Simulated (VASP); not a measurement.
Relaxed, unreconstructed slabs of MgS (rock salt). Calculation: PBEsol GGA, VASP's PBE PAW potentials (set 64) (plane waves; VASP).

Slab and bulk use different k-meshes, so the surface energy is good to a few per cent at best.

### Question
Order the faces (100) [8 atoms], (110) [12 atoms] by surface energy, lowest first.

### Answer
(100) [8 atoms] (0.49 J/m²), (110) [12 atoms] (1.02 J/m²)

Runs of the series that failed, ran out of time, didn't relax or are held back are left out, and each face is given by its thickest slab.

The cell is a thin slab with vacuum, built from MgS (rock salt).
